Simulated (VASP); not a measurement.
Output of a VASP run:

**OSZICAR**
```
       N       E                     dE             d eps       ncg     rms          rms(c)
DAV:   1    -0.386122432372E+03   -0.38612E+03   -0.13912E+01   640   0.839E+00    0.236E+01
DAV:   2    -0.386273280853E+03   -0.15085E+00   -0.44242E-01   696   0.141E+00    0.164E+01
DAV:   3    -0.386269017378E+03    0.42635E-02   -0.29843E-02   728   0.292E-01    0.101E+01
DAV:   4    -0.386264189902E+03    0.48275E-02   -0.55321E-03   720   0.125E-01    0.600E+00
DAV:   5    -0.386262238184E+03    0.19517E-02   -0.13484E-03   720   0.660E-02    0.352E+00
DAV:   6    -0.386261532607E+03    0.70558E-03   -0.39705E-04   720   0.379E-02    0.206E+00
DAV:   7    -0.386261307563E+03    0.22504E-03   -0.13451E-04   728   0.226E-02    0.120E+00
DAV:   8    -0.386261240656E+03    0.66906E-04   -0.45836E-05   648   0.135E-02    0.703E-01
DAV:   9    -0.386261225941E+03    0.14715E-04   -0.16387E-05   448   0.853E-03    0.413E-01
DAV:  10    -0.386261225681E+03    0.26050E-06   -0.82394E-06   384   0.610E-03
   1 F= -.38626123E+03 E0= -.38626123E+03  d E =-.162093E-15  mag=     3.0000
```

OUTCAR:
```
------------------------ aborting loop because EDIFF is reached ----------------------------------------
  volume of cell :     1308.29
      direct lattice vectors                 reciprocal lattice vectors
    10.937074700  0.000000000  0.000000000     0.091432127  0.000000000  0.000000000
     0.000000000 10.937074700  0.000000000     0.000000000  0.091432127  0.000000000
     0.000000000  0.000000000 10.937074700     0.000000000  0.000000000  0.091432127
 POSITION                                       TOTAL-FORCE (eV/Angst)
 -----------------------------------------------------------------------------------
      5.46662      0.00214      0.00175         0.000565      0.011448      0.004137
      6.81143      1.39801      1.39616         0.000632      0.001633     -0.000759
      8.18269      2.75231      0.02380         0.030225     -0.030361      0.004142
      9.53522      4.12387      1.39841        -0.001832      0.001156     -0.001971
      8.18320      0.02665      2.75022         0.030583     -0.010855     -0.028034
      9.53558      1.40006      4.12231        -0.003987     -0.001138      0.006519
     10.92806      0.00630      0.00288         0.003495      0.009348      0.022595
      1.34228      1.37976      1.37932         0.003858      0.018015      0.015462
      2.71994      2.73463      0.00854         0.002966     -0.017817     -0.001445
      4.08872      4.10845      1.36703        -0.056607      0.017201      0.001542
      5.46567      5.47036      0.00671        -0.012638      0.006551     -0.017239
      6.82650      6.84686      1.36694        -0.015109      0.057549      0.010275
      8.19949      8.21572      0.00783         0.026408     -0.009358     -0.007511
      9.55518      9.59258      1.37891        -0.022641     -0.004044      0.011713
      2.71997      0.00819      2.73423         0.002736      0.007602     -0.024782
      4.08834      1.36853      4.10681        -0.056062      0.003542      0.020821
      5.40948      2.75154      2.74988        -0.055683     -0.145922     -0.141527
      8.18149      5.52637      2.75266         0.154772      0.055222     -0.146070
      9.56834      6.84729      4.10734        -0.014406      0.051236      0.013931
      5.46640      0.00836      5.46865        -0.014176     -0.013779     -0.003209
      6.82614      1.36793      6.84627        -0.009194      0.010725      0.054526
      8.18150      2.75374      5.52540         0.154399     -0.143850      0.060327
      9.56869      4.10903      6.84637        -0.017579      0.008037      0.048568
      8.19984      0.00839      8.21460         0.019832     -0.001419     -0.015641
      9.55428      1.38128      9.58982        -0.016480      0.007726      0.001341
     10.93192      5.46634      0.00103        -0.011653      0.006259      0.016692
      1.34484      6.84677      1.35992         0.015162     -0.002501      0.002314
      2.72887      8.20677     10.93589         0.012955     -0.008196      0.001488
      4.08740      9.59100      1.36149         0.005011     -0.025104      0.002271
     10.90866      2.75244      2.75084         0.010752     -0.032229     -0.031134
      1.35836      4.10478      4.10384         0.003469      0.021102      0.018975
      2.70642      5.47383      2.71692        -0.000547     -0.001772     -0.036607
      4.09916      6.83623      4.02755         0.094350     -0.099607      0.107832
      5.46124      8.22906      2.71723         0.005430      0.003991     -0.038226
      6.83113      9.57687      4.10393        -0.025329     -0.000531      0.013528
     10.93204      0.00240      5.46479        -0.014466      0.011112      0.000465
      1.34435      1.36053      6.84523         0.019033      0.009115      0.010038
      2.70588      2.71836      5.47327         0.004974     -0.040102     -0.008334
      4.09947      4.02972      6.83432         0.089307      0.097892     -0.086605
      6.90536      6.83389      6.83246        -0.096239     -0.088548     -0.074991
      8.21706      8.22863      5.47303         0.043680     -0.003991     -0.005777
      9.57332      9.59091      6.84629        -0.000105     -0.019178      0.003252
      2.72860     10.93654      8.20562         0.011847      0.000675     -0.008726
      4.08685      1.36191      9.59031         0.009129      0.004400     -0.022538
      5.46102      2.71796      8.22828        -0.006348     -0.032435     -0.000018
      6.82996      4.10570      9.57535        -0.021223      0.015178     -0.004987
      8.21755      5.47379      8.22825         0.035176      0.009711     -0.010738
      9.57371      6.84810      9.59005        -0.009296     -0.000713     -0.017446
     10.92701      8.21502      2.73284         0.002781     -0.008102     -0.022536
      1.37427      9.56061      4.09571        -0.005935     -0.000623      0.035481
     10.92818      5.46986      5.46903         0.014034      0.012052      0.001911
      1.36422      6.83393      6.83235         0.013394      0.011232      0.013599
      2.75249      8.18298      5.47316         0.011138     -0.010636     -0.033421
      4.10251      9.57173      6.83125        -0.012582     -0.015509      0.010011
     10.92697      2.73417      8.21396         0.009909     -0.017223     -0.013042
      1.37472      4.09731      9.55992        -0.006977      0.024575      0.001153
      2.75212      5.47508      8.18161         0.016274     -0.035512     -0.012315
      4.10234      6.83416      9.56905        -0.009445      0.001931     -0.004656
      5.46039      8.18225      8.17949         0.039104     -0.016529     -0.014852
      6.83573      9.56032      9.55903        -0.021669      0.002126      0.007131
     10.93597      8.20791      8.20686         0.004723     -0.013957     -0.017427
      1.36318      9.57349      9.57307        -0.004641     -0.001321     -0.012965
...
```
(Selected blocks of OUTCAR.)

### POSCAR
```
SbSi62
1
   10.9370747000     0.0000000000     0.0000000000
    0.0000000000    10.9370747000     0.0000000000
    0.0000000000     0.0000000000    10.9370747000
Si Sb
62 1
Direct
  0.4998244614   0.0001957032   0.0001602854
  0.6227838336   0.1278231155   0.1276534697
  0.7481603828   0.2516496488   0.0021762037
  0.8718258922   0.3770539511   0.1278597469
  0.7482075916   0.0024370918   0.2514583080
  0.8718581661   0.1280108456   0.3769118781
  0.9991756992   0.0005763942   0.0002631049
  0.1227275139   0.1261545981   0.1261141960
  0.2486900112   0.2500332999   0.0007805862
  0.3738408078   0.3756440202   0.1249902443
  0.4997374104   0.5001668151   0.0006137091
  0.6241614127   0.6260229299   0.1249823789
  0.7496967441   0.7511811459   0.0007155306
  0.8736505919   0.8770699923   0.1260765138
  0.2486928028   0.0007485279   0.2499966397
  0.3738059087   0.1251272910   0.3754940099
  0.4946002182   0.2515792588   0.2514271957
  0.7480507040   0.5052879957   0.2516814369
  0.8748541143   0.6260624299   0.3755430247
  0.4998043424   0.0007646361   0.5000100561
  0.6241281840   0.1250731552   0.6259689798
  0.7480515290   0.2517804354   0.5051994612
  0.8748859938   0.3756973326   0.6259785026
  0.7497287420   0.0007673183   0.7510781337
  0.8735679617   0.1262931305   0.8768178120
  0.9995285824   0.4997991236   0.0000943912
  0.1229615619   0.6260149677   0.1243405770
  0.2495064145   0.7503625238   0.9998918142
  0.3737194372   0.8769255423   0.1244835686
  0.9974016235   0.2516610314   0.2515155998
  0.1241980198   0.3753085953   0.3752228466
  0.2474537745   0.5004840101   0.2484137489
  0.3747949511   0.6250506624   0.3682473289
  0.4993324769   0.7524005041   0.2484425552
  0.6245849194   0.8756338789   0.3752312555
  0.9995399731   0.0002198895   0.4996575452
  0.1229171719   0.1243965832   0.6258739067
  0.2474039384   0.2485457484   0.5004323372
  0.3748229911   0.3684455053   0.6248766821
  0.6313714641   0.6248373230   0.6247059258
  0.7513035069   0.7523615089   0.5004109038
  0.8753086837   0.8769172033   0.6259707984
  0.2494818007   0.9999510900   0.7502572602
  0.3736696382   0.1245219436   0.8768625584
  0.4993127096   0.2485092820   0.7523293062
  0.6244779479   0.3753929882   0.8754947238
  0.7513483372   0.5004800692   0.7523264431
  0.8753442480   0.6261365379   0.8768390973
  0.9990799889   0.7511163045   0.2498689935
  0.1256521155   0.8741470163   0.3744798511
  0.9991870185   0.5001213844   0.5000450195
  0.1247337930   0.6248403097   0.6246958984
  0.2516660922   0.7481869715   0.5004226832
  0.3751010413   0.8751637798   0.6245957455
  0.9990758767   0.2499908162   0.7510195086
  0.1256937296   0.3746260256   0.8740836993
  0.2516318236   0.5005985916   0.7480622700
  0.3750855632   0.6248614562   0.8749185061
  0.4992554287   0.7481205976   0.7478679147
  0.6250052472   0.8741203620   0.8740025521
  0.9998988032   0.7504670029   0.7503702544
  0.1246385886   0.8753246278   0.8752865314
  0.5349206981   0.4648191791   0.4648029899
```

### Question
Reconstruct the remaining input files.

### Answer
Several could match; the one computed here: the input of the run itself, HSE06 screened hybrid, plane waves, VASP's PBE PAW potentials (set 64).

**INCAR**
```
SYSTEM = SbSi62
PREC = Normal; ENCUT = 400; LREAL = Auto
LASPH = .True.; ISYM = 0
EDIFF = 1E-5; NELM = 50; NELMIN = 4
ALGO = Normal; LMAXMIX = 4
ISMEAR = 0; SIGMA = 0.05
GGA = PE; LHFCALC = .True.; AEXX = 0.25
HFSCREEN = 0.2; PRECFOCK = Fast
ISPIN = 2; MAGMOM = 63*0.0476; NUPDOWN = 3
ISIF = 0
LWAVE = .False.; LCHARG = .False.; LORBIT = 10
```

**KPOINTS**
```
K-points
0
gamma
  1 1 1
```

POTCAR, in this order: Si Sb (PBE.64 set). Program: vasp_gam. Read from the step before: WAVECAR.

The supercell is sampled at Γ alone, which is coarse: total energies, pressure and levels can be off, energies of defects by several tenths of an eV.

The cell is a supercell with a defect, built from Si (diamond): Sb_Si-vac_Si. The cell's shape comes from a PBE relaxation.
